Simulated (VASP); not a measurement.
**A VASP study of Al2Cl (revTPSS + D4): structure first, properties next**

What structure does Al2Cl take at this level, and what are its properties? The steps: rough relaxation of the start cell, relaxing cell and atoms (revTPSS + D4), single point with fields (revTPSS + D4), band structure (revTPSS + D4), total and projected DOS (revTPSS + D4), band structure (TB-mBJ) and zone-centre phonons (revTPSS + D4). The cell is invented: other elements were put on sites of a known structure type. It may not be a known or stable phase.

Main program and level: VASP 6.6.1; revTPSS with D4; plane waves and PAW (Al, Cl), in the first sound run; inputs show where later runs differ.

Most raw output is cut from this account.

### 1. Set-up

Before any relaxation, the start is as follows. It takes space group Fm-3m (No. 225, cubic). The conventional cell has a = 6.317 Å, b = 6.317 Å, c = 6.317 Å, α = 90.00°, β = 90.00°, γ = 90.00°. Nearest to Al lie 4 Cl at 2.74 Å. Nearest to Cl lie 8 Al at 2.74 Å. Farther neighbours and most contacts between anions are not listed.

### 2. Rough relaxation of the start cell

The start is only an estimate, so a cheap relaxation brings it near a minimum before any careful run. A dispersion term adds the long-range attraction that semilocal functionals lack. D4 lets the coefficients depend on atomic charges too.

File INCAR:

```
SYSTEM = Al2Cl
PREC = Normal
ENCUT = 400
EDIFF = 1E-05
NELM = 60
ISMEAR = 0
SIGMA = 0.05
LREAL = .FALSE.
ALGO = Normal
METAGGA = RTPSS
IVDW = 13
VDW_S6 = 1
VDW_S8 = 1.53089454
VDW_A1 = 0.44880597
VDW_A2 = 4.64042317
LASPH = .TRUE.
NBANDS = 12
LORBIT = 11
LWAVE = .FALSE.
LCHARG = .FALSE.
IBRION = 2
NSW = 40
ISIF = 3
EDIFFG = -0.04
```

File POSCAR:

```
Al2Cl
1.0
    0.0000000000      3.1586756100      3.1586756100
    3.1586756100      0.0000000000      3.1586756100
    3.1586756100      3.1586756100      0.0000000000
Al Cl
2 1
Direct
    0.2500000000      0.2500000000      0.2500000000
    0.7500000000      0.7500000000      0.7500000000
    0.0000000000      0.0000000000      0.0000000000
```

File KPOINTS:

```
Automatic mesh
0
Gamma
5 5 5
0 0 0
```

PAW data sets: Al and Cl (PBE family, release 64).

On the command line:

```sh
$ mpirun -np 1 vasp_std
```

Run time: 64 s. Hardware: 1 MPI rank of Intel Xeon 6975P-C (Granite Rapids), shared host; peak memory 0.13 GiB.

This run has no spin polarisation. Its electron count is odd, so without a moment it is a metal by construction. The k-mesh is coarse for a metal. This relaxation is a rough one on cheap settings, only to bring the start near its minimum. The PAW data sets were made with PBE, which is usual practice but a small mismatch for other functionals. After so large a change of volume the plane waves of the start cell no longer fit, so the final stress carries a basis-set error. The run keeps the 48 symmetry operations of its start, so it cannot find a distortion of lower symmetry.

The steps of the relaxation:

| step | energy less that of the first step (eV) | largest force (eV/Å) | pressure (GPa) | volume (Å³) |
| --- | --- | --- | --- | --- |
| 1 | 0.0000 | 0.0000 | 6.53 | 63.03 |
| 2 | -0.2284 | 0.0000 | 6.18 | 71.16 |
| 3 | -0.6125 | 0.0000 | -3.95 | 99.71 |
| 4 | -0.8285 | 0.0000 | -2.11 | 85.44 |
| 5 | -0.5291 | 0.0000 | 1.26 | 77.54 |
| 6 | -0.6303 | 0.0000 | 12.48 | 80.26 |
| 7 | -0.8362 | 0.0000 | -0.83 | 84.63 |
| 8 | -0.8370 | 0.0000 | 0.33 | 84.15 |
| 9 | -0.8371 | 0.0000 | 0.17 | 84.21 |

| conventional cell, symmetrised | before | after | change |
| --- | --- | --- | --- |
| a (Å) | 6.317 | 6.958 | +10.1 % |
| b (Å) | 6.317 | 6.958 | +10.1 % |
| c (Å) | 6.317 | 6.958 | +10.1 % |
| volume (Å³/atom) | 21.01 | 28.07 | +33.6 % |

The relaxed structure:

```xyz
3
Lattice="0.0000 3.4790 3.4790 3.4790 0.0000 3.4790 3.4790 3.4790 0.0000" Properties=species:S:1:pos:R:3 pbc="T T T"
Al    1.7395    1.7395    1.7395
Al    5.2185    5.2185    5.2185
Cl    0.0000    0.0000    0.0000
```

Numbers from this step:

| Item | Value |
| --- | --- |
| electrons | 13 |
| bands | 12 |
| irreducible k-points | 10 |
| symmetry operations | 48 |
| free energy (TOTEN) | -12.88 eV |
| energy at zero smearing | -12.87 eV |
| Fermi energy | 3.486 eV |
| pressure | 0.1663 GPa |
| metallic | yes |
| SCF cycles over all ionic steps | 77 |

It ends with forces that vanish by symmetry and a pressure of 0.17 GPa.

### 3. Relaxing cell and atoms (revTPSS + D4)

Properties are meant for the cell that this level of theory prefers, so cell and atoms are relaxed first (ISIF = 3) until forces and stress are small; EDIFFG sets the threshold.

INCAR, as its differences from that of step 2:

```diff
@@ -1,6 +1,6 @@
 SYSTEM = Al2Cl
-PREC = Normal
+PREC = Accurate
 ENCUT = 400
-EDIFF = 1E-05
-NELM = 60
+EDIFF = 1E-06
+NELM = 100
 ISMEAR = 0
@@ -21,4 +21,4 @@
 IBRION = 2
-NSW = 40
+NSW = 60
 ISIF = 3
-EDIFFG = -0.04
+EDIFFG = -0.01
```

File POSCAR:

```
Al2Cl
1.0
    0.0000000000      3.4789718857      3.4789718857
    3.4789718857      0.0000000000      3.4789718857
    3.4789718857      3.4789718857      0.0000000000
Al Cl
2 1
Direct
    0.2500000000      0.2500000000      0.2500000000
    0.7500000000      0.7500000000      0.7500000000
    0.0000000000      0.0000000000      0.0000000000
```

File KPOINTS:

```
Automatic mesh
0
Gamma
6 6 6
0 0 0
```

On the command line:

```sh
$ mpirun -np 1 vasp_std
```

Run time: 39 s. Hardware: 1 MPI rank; peak memory 0.17 GiB.

Little changed from the start: no atom moved by 0.005 Å and no cell edge by 0.1 %.

Numbers from this step:

```yaml
irreducible_k_points: 16
energy_at_zero_smearing: -12.88 eV
fermi_energy: 3.542 eV
pressure: 0.003968 GPa
scf_cycles_over_all_ionic_steps: 24
```

It ends with forces that vanish by symmetry and a pressure of 0.00 GPa.

### 4. Single point with fields (revTPSS + D4)

The relaxed cell gets a fresh self-consistent run, on a basis set for its own volume, to fix the density and to check the remaining stress.

INCAR, as its differences from that of step 3:

```diff
@@ -19,6 +19,5 @@
 LWAVE = .FALSE.
-LCHARG = .FALSE.
-IBRION = 2
-NSW = 60
-ISIF = 3
-EDIFFG = -0.01
+LCHARG = .TRUE.
+ISIF = 2
+LELF = .TRUE.
+LVHAR = .TRUE.
```

File POSCAR:

```
Al2Cl
1.0
    0.0000000000      3.4802119082      3.4802119082
    3.4802119082      0.0000000000      3.4802119082
    3.4802119082      3.4802119082      0.0000000000
Al Cl
2 1
Direct
    0.2500000000      0.2500000000      0.2500000000
    0.7500000000      0.7500000000      0.7500000000
    0.0000000000      0.0000000000      0.0000000000
```

KPOINTS is that of step 3.

On the command line:

```sh
$ mpirun -np 1 vasp_std
```

The job ended after 18 s (1 MPI rank; peak memory 0.17 GiB).

Numbers from this step:

```yaml
scf_cycles: 13
fermi_energy: 3.541 eV
pressure: 3.00e-5 GPa
```

Valence electrons inside each PAW sphere by angular momentum. Sphere charges, by row:

| atom | s (e) | p (e) | d (e) | tot (e) |
| --- | --- | --- | --- | --- |
| Al1 | 0.647 | 0.117 | 0 | 0.763 |
| Al2 | 0.647 | 0.117 | 0 | 0.763 |
| Cl3 | 1.604 | 3.441 | 0 | 5.045 |

Electrostatic potential energy in the ac plane of a cell with a along [110], b along [-110] and c along [001] of the cube at fractional y = 0.000, with atoms of Al and Cl within 0.2 Å of it. With pseudopotentials it is smooth inside the atoms' cores, unlike the true potential.

Ten even steps from '_' (-92 eV) to '@' (4 eV), each cell a mean:
```
__::##@@@@@@@@@@@@@@@@@@++____::##@@@@@@@@@@@@@@@@@@++__
==**@@@@@@@@@@@@@@@@@@@@%%++==**@@@@@@@@@@@@@@@@@@@@%%++
@@@@@@@@@@%%##**##%%@@@@@@@@@@@@@@@@@@%%##**##%%@@@@@@@@
@@@@@@@@%%**::..==%%@@@@@@@@@@@@@@@@%%**::..==%%@@@@@@@@
@@@@@@@@%%++____::##@@@@@@@@@@@@@@@@%%++____::##@@@@@@@@
@@@@@@@@%%**::..==%%@@@@@@@@@@@@@@@@%%**::..==%%@@@@@@@@
@@@@@@@@@@%%##**##%%@@@@@@@@@@@@@@@@@@%%##**##%%@@@@@@@@
@@@@@@@@@@@@@@%%@@@@@@@@@@@@@@@@@@@@@@@@@@%%@@@@@@@@@@@@
@@@@@@@@@@@@@@@@@@@@@@@@@@@@@@@@@@@@@@@@@@@@@@@@@@@@@@@@
@@@@@@@@@@@@@@@@@@@@@@@@@@@@@@@@@@@@@@@@@@@@@@@@@@@@@@@@
@@@@@@@@@@@@@@@@@@@@@@@@@@@@@@@@@@@@@@@@@@@@@@@@@@@@@@@@
@@@@@@@@@@@@%%%%%%@@@@@@@@@@@@@@@@@@@@@@%%%%%%@@@@@@@@@@
@@@@@@@@@@##++==**%%@@@@@@@@@@@@@@@@@@##++==**%%@@@@@@@@
@@@@@@@@%%++..__--##@@@@@@@@@@@@@@@@%%++..__--##@@@@@@@@
@@@@@@@@%%++..__--##@@@@@@@@@@@@@@@@%%++..__--##@@@@@@@@
@@@@@@@@@@##++==**%%@@@@@@@@@@@@@@@@@@##++==**%%@@@@@@@@
##%%@@@@@@%%%%%%%%@@@@@@@@%%##%%@@@@@@%%%%%%%%@@@@@@@@%%
::==%%@@@@@@@@@@@@@@@@@@**--::==%%@@@@@@@@@@@@@@@@@@**--
__..##@@@@@@@@@@@@@@@@%%==____..##@@@@@@@@@@@@@@@@%%==__
```
Columns run along a (9.8 Å; values clipped at the 3rd and 97th percentile), rows up along c (7.0 Å), edges of the conventional cell, whose origin can differ from the input's. Atoms in or near the plane, at fractional coordinates: Al at (0.25, 0.25), Al at (0.75, 0.25), Al at (0.25, 0.75), Al at (0.75, 0.75), Cl at (0.00, 0.00), Cl at (0.50, 0.00).

Valence density in the ac plane of a cell with a along [110], b along [-110] and c along [001] of the cube at fractional y = 0.000, with atoms of Al and Cl within 0.2 Å of it. It is the smooth field of the valence electrons, not physical close to the nuclei.

Values in e/Å³, 10 rows by 16 columns, each cell a mean:
```
1.4 0.7 0.1 0.1 0.1 0.1 0.5 1.3 1.4 0.7 0.1 0.1 0.1 0.1 0.5 1.3
0.4 0.2 0.1 0.2 0.1 0.2 0.2 0.3 0.4 0.2 0.1 0.2 0.1 0.2 0.2 0.3
0.1 0.1 0.2 0.1 0.0 0.2 0.1 0.1 0.1 0.1 0.2 0.1 0.0 0.2 0.1 0.1
0.0 0.0 0.1 0.2 0.2 0.1 0.1 0.0 0.0 0.0 0.1 0.2 0.2 0.1 0.1 0.0
0.0 0.0 0.1 0.1 0.1 0.1 0.0 0.0 0.0 0.0 0.1 0.1 0.1 0.1 0.0 0.0
0.0 0.0 0.1 0.1 0.1 0.1 0.0 0.0 0.0 0.0 0.1 0.1 0.1 0.1 0.0 0.0
0.0 0.1 0.1 0.2 0.1 0.1 0.1 0.0 0.0 0.1 0.1 0.2 0.1 0.1 0.1 0.0
0.1 0.1 0.2 0.1 0.0 0.2 0.1 0.1 0.1 0.1 0.2 0.1 0.0 0.2 0.1 0.1
0.6 0.3 0.1 0.2 0.2 0.1 0.2 0.5 0.6 0.3 0.1 0.2 0.2 0.1 0.2 0.5
1.3 0.9 0.1 0.1 0.1 0.1 0.5 1.4 1.3 0.9 0.1 0.1 0.1 0.1 0.5 1.4
```
Columns run along a (9.8 Å), rows up along c (7.0 Å), edges of the conventional cell, whose origin can differ from the input's. Atoms in or near the plane, at fractional coordinates: Al at (0.25, 0.25), Al at (0.75, 0.25), Al at (0.25, 0.75), Al at (0.75, 0.75), Cl at (0.00, 0.00), Cl at (0.50, 0.00).

ELF in the ac plane of a cell with a along [110], b along [-110] and c along [001] of the cube at fractional y = 0.000, with atoms of Al and Cl within 0.2 Å of it. It is the smooth field of the valence electrons, not physical close to the nuclei.

Values, 10 rows by 16 columns, each cell a mean:
```
0.77 0.76 0.28 0.44 0.52 0.27 0.63 0.80 0.77 0.76 0.28 0.44 0.52 0.27 0.63 0.80
0.61 0.35 0.49 0.78 0.76 0.61 0.32 0.56 0.61 0.35 0.49 0.78 0.76 0.61 0.32 0.56
0.10 0.25 0.78 0.61 0.47 0.83 0.40 0.11 0.10 0.25 0.78 0.61 0.47 0.83 0.40 0.11
0.12 0.32 0.75 0.84 0.83 0.82 0.44 0.14 0.12 0.32 0.75 0.84 0.83 0.82 0.44 0.14
0.18 0.19 0.31 0.43 0.44 0.34 0.21 0.18 0.18 0.19 0.31 0.43 0.44 0.34 0.21 0.18
0.17 0.21 0.40 0.56 0.57 0.46 0.26 0.17 0.17 0.21 0.40 0.56 0.57 0.46 0.26 0.17
0.11 0.33 0.80 0.83 0.78 0.85 0.47 0.13 0.11 0.33 0.80 0.83 0.78 0.85 0.47 0.13
0.16 0.23 0.73 0.60 0.47 0.80 0.34 0.15 0.16 0.23 0.73 0.60 0.47 0.80 0.34 0.15
0.73 0.47 0.41 0.76 0.80 0.52 0.37 0.70 0.73 0.47 0.41 0.76 0.80 0.52 0.37 0.70
0.68 0.78 0.29 0.33 0.39 0.21 0.69 0.77 0.68 0.78 0.29 0.33 0.39 0.21 0.69 0.77
```
Columns run along a (9.8 Å), rows up along c (7.0 Å), edges of the conventional cell, whose origin can differ from the input's. Atoms in or near the plane, at fractional coordinates: Al at (0.25, 0.25), Al at (0.75, 0.25), Al at (0.25, 0.75), Al at (0.75, 0.75), Cl at (0.00, 0.00), Cl at (0.50, 0.00).

In this run the pressure is 0.00 GPa, small enough to go on.

### 5. Band structure (revTPSS + D4)

The mesh alone shows little of the dispersion and can miss band extrema, so KPOINTS_OPT adds a path through the symmetry points after the self-consistent cycle.

INCAR, as its differences from that of step 4:

```diff
@@ -16,8 +16,5 @@
 LASPH = .TRUE.
-NBANDS = 12
+NBANDS = 19
 LORBIT = 11
 LWAVE = .FALSE.
-LCHARG = .TRUE.
-ISIF = 2
-LELF = .TRUE.
-LVHAR = .TRUE.
+LCHARG = .FALSE.
```

POSCAR is that of step 4.

KPOINTS is that of step 4.

File KPOINTS_OPT:

```
Line mode
16
Line-mode
Reciprocal
  0.00000000   0.00000000   0.00000000 GAMMA
  0.50000000   0.00000000   0.50000000 X

  0.50000000   0.00000000   0.50000000 X
  0.50000000   0.25000000   0.75000000 W

  0.50000000   0.25000000   0.75000000 W
  0.37500000   0.37500000   0.75000000 K

  0.37500000   0.37500000   0.75000000 K
  0.00000000   0.00000000   0.00000000 GAMMA

  0.00000000   0.00000000   0.00000000 GAMMA
  0.50000000   0.50000000   0.50000000 L

  0.50000000   0.50000000   0.50000000 L
  0.62500000   0.25000000   0.62500000 U

  0.62500000   0.25000000   0.62500000 U
  0.50000000   0.25000000   0.75000000 W

  0.50000000   0.25000000   0.75000000 W
  0.50000000   0.50000000   0.50000000 L

  0.50000000   0.50000000   0.50000000 L
  0.37500000   0.37500000   0.75000000 K

  0.62500000   0.25000000   0.62500000 U
  0.50000000   0.00000000   0.50000000 X
```

On the command line:

```sh
$ mpirun -np 1 vasp_std
```

Elapsed: 1.8 min, on 1 MPI rank; peak memory 0.17 GiB.

This step gave:

| Property | Result |
| --- | --- |
| bands | 19 |
| pressure | -0.001071 GPa |

The electronic bands at the labelled points (eV, zero at the Fermi level; # counts the bands kept):

| point | #3 | #4 | #5 | #6 | #7 | #8 | #9 | #10 |
| --- | --- | --- | --- | --- | --- | --- | --- | --- |
| Γ | -4.94 | -4.94 | -0.76 | 0.27 | 0.27 | 0.27 | 4.18 | 4.18 |
| 0.47 of the way | -5.21 | -3.51 | -2.42 | 0.77 | 0.77 | 0.91 | 3.07 | 5.10 |
| X | -5.50 | -3.26 | -1.72 | -1.22 | 1.59 | 1.59 | 4.54 | 4.96 |
| 0.53 of the way | -5.55 | -2.73 | -1.43 | -1.30 | 0.77 | 1.85 | 3.77 | 5.09 |
| W | -5.58 | -1.97 | -1.97 | -0.44 | -0.32 | 2.57 | 2.57 | 5.24 |
| 0.47 of the way | -5.51 | -2.42 | -1.68 | -0.78 | 0.28 | 2.05 | 3.05 | 5.11 |
| K | -5.39 | -2.74 | -1.54 | -0.91 | 0.90 | 1.52 | 3.36 | 4.82 |
| 0.53 of the way | -5.04 | -3.65 | -2.10 | 0.33 | 0.96 | 2.05 | 2.75 | 2.75 |
| Γ | -4.94 | -4.94 | -0.76 | 0.27 | 0.27 | 0.27 | 4.18 | 4.18 |
| 0.47 of the way | -5.04 | -4.19 | -1.84 | 0.60 | 0.60 | 1.93 | 2.95 | 2.95 |
| L | -5.15 | -4.29 | -1.23 | 0.74 | 0.74 | 1.93 | 3.09 | 3.09 |
| 0.47 of the way | -5.23 | -3.38 | -1.51 | -0.02 | 1.06 | 1.63 | 2.98 | 3.43 |
| U | -5.39 | -2.74 | -1.54 | -0.91 | 0.90 | 1.52 | 3.36 | 4.82 |
| 0.47 of the way | -5.49 | -2.49 | -1.64 | -0.81 | 0.38 | 1.97 | 3.11 | 5.07 |
| W | -5.58 | -1.97 | -1.97 | -0.44 | -0.32 | 2.57 | 2.57 | 5.24 |
| 0.47 of the way | -5.32 | -2.97 | -1.66 | -0.18 | 0.73 | 1.79 | 2.75 | 4.24 |
| L | -5.15 | -4.29 | -1.23 | 0.74 | 0.74 | 1.93 | 3.09 | 3.09 |
| 0.47 of the way | -5.23 | -3.38 | -1.51 | -0.02 | 1.06 | 1.63 | 2.98 | 3.43 |
| K | -5.39 | -2.74 | -1.54 | -0.91 | 0.90 | 1.52 | 3.36 | 4.82 |
| jump to U | -5.39 | -2.74 | -1.54 | -0.91 | 0.90 | 1.52 | 3.36 | 4.82 |
| 0.53 of the way | -5.47 | -3.05 | -1.54 | -1.29 | 1.34 | 1.57 | 4.41 | 4.92 |
| X | -5.50 | -3.26 | -1.72 | -1.22 | 1.59 | 1.59 | 4.54 | 4.96 |

Of the projections kept (Al, Cl), the largest for each band there; the rest of the weight can lie on other orbitals:

| point | #3 | #4 | #5 | #6 | #7 | #8 | #9 | #10 |
| --- | --- | --- | --- | --- | --- | --- | --- | --- |
| Γ | Cl 0.99 | Cl 0.99 | Al 1.00 | Al 1.00 | Al 1.00 | Al 1.00 | Al 1.00 | Al 1.00 |
| X | Cl 0.95 | Al 1.00 | Al 0.82 | Cl 0.69 | Cl 0.56 | Cl 0.56 | Cl 0.53 | Al 1.00 |
| W | Cl 0.94 | Cl 0.55 | Cl 0.55 | Cl 0.68 | Al 0.79 | Al 0.66 | Al 0.66 | Al 1.00 |
| K | Cl 0.95 | Al 0.66 | Cl 0.64 | Cl 0.52 | Al 0.64 | Cl 0.52 | Al 1.00 | Al 0.86 |
| Γ | Cl 0.99 | Cl 0.99 | Al 1.00 | Al 1.00 | Al 1.00 | Al 1.00 | Al 1.00 | Al 1.00 |
| L | Cl 0.97 | Al 0.90 | Cl 0.68 | Al 1.00 | Al 1.00 | Al 0.92 | Al 0.64 | Al 0.64 |

There is no gap at this level.

Of the bands kept, 2 cross the Fermi level on this path.

### 6. Total and projected DOS (revTPSS + D4)

Here the states are counted by energy and projected on the atoms. The mesh is finer than in the run before.

INCAR, as its differences from that of step 5:

```diff
@@ -5,3 +5,3 @@
 NELM = 100
-ISMEAR = 0
+ISMEAR = -5
 SIGMA = 0.05
@@ -20 +20,2 @@
 LCHARG = .FALSE.
+NEDOS = 2001
```

POSCAR is that of step 5.

File KPOINTS:

```
Automatic mesh
0
Gamma
8 8 8
0 0 0
```

On the command line:

```sh
$ mpirun -np 1 vasp_std
```

The job ended after 37 s (1 MPI rank; peak memory 0.18 GiB).

With tetrahedra the forces and stress of a metal are not exact derivatives of the energy.

Numbers from this step:

```
irreducible k-points   : 29
free energy (TOTEN)    : -12.89 eV
Fermi energy           : 3.477 eV
pressure               : 0.007033 GPa
DOS at the Fermi level : 1.378 states/eV/cell
```

The density of states has structure finer than the step of the table below, so its rows give means over 0.5 eV, whole bins alone (the curve runs from -12.0 to 4.82 eV). Peaks (eV: height): total -6.75: 8.98, -5.11: 6.32, -1.75: 3.52, 1.10: 4.32; Cl p -6.75: 2.34, -5.11: 3.41, -1.70: 1.02; Al p 0.54: 0.464, 0.98: 0.686, 2.05: 0.437, 2.86: 0.493; Al s -6.75: 1.13, -6.14: 0.255, -2.90: 0.526, -1.75: 0.807.

States under -12.0 eV and over 4.8 eV are left out. The density of states by energy, zero at the Fermi level; means over each step; values in states/eV/cell:

| energy (eV) | total | Cl p | Al p | Al s |
| --- | --- | --- | --- | --- |
| -7.5 | 0 | 0 | 0 | 0 |
| -7.0 | 1.41 | 0.369 | 0.00970 | 0.177 |
| -6.5 | 2.62 | 0.674 | 0.0185 | 0.334 |
| -6.0 | 1.75 | 0.606 | 0.0240 | 0.152 |
| -5.5 | 3.27 | 1.52 | 0.0665 | 0.0823 |
| -5.0 | 3.04 | 1.63 | 0.0472 | 0.0102 |
| -4.5 | 0.0772 | 0.0326 | 7.7e-4 | 0.00567 |
| -4.0 | 0.487 | 0.126 | 0.00814 | 0.0754 |
| -3.5 | 0.929 | 0.218 | 0.0186 | 0.160 |
| -3.0 | 1.53 | 0.290 | 0.0272 | 0.336 |
| -2.5 | 1.22 | 0.224 | 0.0208 | 0.293 |
| -2.0 | 2.18 | 0.502 | 0.0316 | 0.535 |
| -1.5 | 1.58 | 0.469 | 0.0176 | 0.361 |
| -1.0 | 0.334 | 0.0492 | 0.0249 | 0.0260 |
| -0.5 | 0.979 | 0.120 | 0.0859 | 0.0291 |
| 0.0 | 1.42 | 0.137 | 0.147 | 0.0234 |
| 0.5 | 2.10 | 0.112 | 0.317 | 0.0198 |
| 1.0 | 2.97 | 0.211 | 0.472 | 0.0328 |
| 1.5 | 2.09 | 0.202 | 0.332 | 0.0314 |
| 2.0 | 2.05 | 0.132 | 0.329 | 0.0589 |
| 2.5 | 0.933 | 0.0400 | 0.160 | 0.0349 |
| 3.0 | 2.26 | 0.0976 | 0.395 | 0.0771 |
| 3.5 | 1.53 | 0.0491 | 0.279 | 0.0545 |
| 4.0 | 1.43 | 0.0354 | 0.281 | 0.0535 |
| 4.5 | 1.73 | 0.0404 | 0.367 | 0.0628 |

The finer mesh and the other smearing move the Fermi level by -0.06 eV from the 6×6×6 run, one measure of the sampling error in the zero of the bands above.

[end of part 1 of 2]

[Lines on the potential files, build, host, timing and source positions are cut from VASP's logs without a mark.]

[Logs are printed without paths, hosts, clocks, repeated set-up lines and the standing remarks that a program may print on its own settings, such as how far it seeks lower states.]

[Hosts, paths, dates, database ids (printed as entryN), source tags and the programs' standing remarks are cut or masked in the printed files.]

[A measured line is paired with the nearest computed mode of its activity, which favours agreement.]
